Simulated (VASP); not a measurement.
Here is the system:

```
CELL_PARAMETERS angstrom
      6.04662     0.00000     0.00000
      0.00000     6.04662     0.00000
      0.00000     0.00000     6.04662
ATOMIC_POSITIONS crystal
  Al 0.01488 0.98512 0.98512
  Al 0.48512 0.51488 0.98512
  Al 0.48512 0.98512 0.51488
  Al 0.01488 0.51488 0.51488
  Sb 0.25000 0.25000 0.25000
  Sb 0.75000 0.75000 0.25000
  Sb 0.75000 0.25000 0.75000
  P  0.25000 0.75000 0.75000
```

Level of theory: PBE GGA, VASP's PBE PAW potentials (set 64) (plane waves; VASP). Settings: 400 eV cut-off, Gaussian smearing of 0.050 eV, potentials Al Sb P.

Unless said otherwise, spin-orbit coupling is left out, though it shifts the bands of the heavy elements here.

Question: Give the energies of bands 7 to 20 at the high-symmetry points, in eV from the valence-band maximum.

Answer: 
```json
[
 {"band": "7", "Γ": "-5.50", "X": "-3.55", "M": "-4.63", "R": "-5.56"},
 {"band": "8", "Γ": "-2.48", "X": "-3.29", "M": "-4.41", "R": "-5.06"},
 {"band": "9", "Γ": "-2.48", "X": "-3.14", "M": "-3.04", "R": "-1.62"},
 {"band": "10", "Γ": "-2.48", "X": "-3.14", "M": "-2.88", "R": "-1.62"},
 {"band": "11", "Γ": "-2.07", "X": "-2.74", "M": "-2.88", "R": "-1.62"},
 {"band": "12", "Γ": "-2.07", "X": "-2.46", "M": "-2.49", "R": "-0.72"},
 {"band": "13", "Γ": "-2.07", "X": "-1.74", "M": "-1.41", "R": "-0.72"},
 {"band": "14", "Γ": "0.00", "X": "-1.74", "M": "-1.41", "R": "-0.72"},
 {"band": "15", "Γ": "0.00", "X": "-1.05", "M": "-0.84", "R": "-0.37"},
 {"band": "16", "Γ": "0.00", "X": "-1.05", "M": "-0.45", "R": "-0.37"},
 {"band": "17", "Γ": "0.95", "X": "1.71", "M": "2.17", "R": "0.78"},
 {"band": "18", "Γ": "1.03", "X": "1.88", "M": "2.39", "R": "1.59"},
 {"band": "19", "Γ": "1.03", "X": "2.88", "M": "2.92", "R": "1.59"},
 {"band": "20", "Γ": "1.51", "X": "3.05", "M": "2.92", "R": "1.59"}
]
```

The gap is indirect, 0.78 eV, from the valence maximum at Γ to the conduction minimum at R.

The structure was generated: Al4PSb3 was put into an ordered model structure (P-43m), which need not be its known phase. It was relaxed first.
